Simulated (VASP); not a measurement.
Consider the following.

```
PbRbF3
1.0
    4.86172     0.00000     0.00000
    0.00000     4.86172     0.00000
    0.00000     0.00000     4.86172
Rb Pb F
1 1 3
Direct
  0.00000   0.00000   0.00000
  0.50000   0.50000   0.50000
  0.00000   0.50000   0.50000
  0.50000   0.00000   0.50000
  0.50000   0.50000   0.00000
```

All values below come from PBEsol GGA, VASP's PBE PAW potentials (set 64) (plane waves; VASP). Numerical set-up: 400 eV cut-off, 4×4×4 Γ-centred mesh, Gaussian smearing of 0.010 eV, potentials Rb_sv Pb_d F.

At this cut-off the stress carries a Pulay error, which pulls relaxed volumes low. Unless said otherwise, spin-orbit coupling is left out, though it shifts the bands of the heavy elements here.

Question: What does the run give for the energy per atom (σ→0), pressure, band gap (on the k-mesh) with the smallest direct gap where there is one?

Answer: 
band gap (on the k-mesh): 2.98 eV
smallest direct gap (on the k-mesh): 2.98 eV
energy per atom (σ→0): -4.617 eV/atom
pressure: -6.70 GPa

The structure comes from a computed database's RbPbF3 entry (Pm-3m); how it stands against other phases isn't given here. The cell was not relaxed at this level.
